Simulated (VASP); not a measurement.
Data:

```xyz
5
Lattice="3.9900 0.0000 0.0000 0.0000 3.9900 0.0000 0.0000 0.0000 4.0400" Properties=species:S:1:pos:R:3 pbc="T T T"
Ba     0.0000     0.0000     0.0000
Ti     1.9950     1.9950     2.0725
O      1.9950     1.9950     3.9471
O      0.0000     1.9950     1.9675
O      1.9950     0.0000     1.9675
```

The numbers are results of PBEsol GGA, VASP's PBE PAW potentials (set 64) (plane waves; VASP 6.6.1), not measurements. Run with 400 eV cut-off, 6×6×6 Γ-centred mesh, Fermi-Dirac smearing of 0.010 eV, potentials Ba_sv Ti_sv O.

At this cut-off the stress carries a Pulay error, which pulls relaxed volumes low. Unless said otherwise, spin-orbit coupling is left out, though it shifts the bands of the heavy elements here.

Q: What does the run give for the energy per atom (σ→0), pressure, largest force, band gap (on the k-mesh) with the smallest direct gap where there is one?

A: 
```json
{
 "band gap (on the k-mesh)": "1.73 eV",
 "smallest direct gap (on the k-mesh)": "2.07 eV",
 "energy per atom (σ→0)": "-8.407 eV/atom",
 "pressure": "-6.54 GPa",
 "largest_force": "0.200 eV/Å"
}
```

Only differences to runs with the same potentials and settings are physical.

The structure is a typed BaTiO3 crystal. The cell was not relaxed at this level.
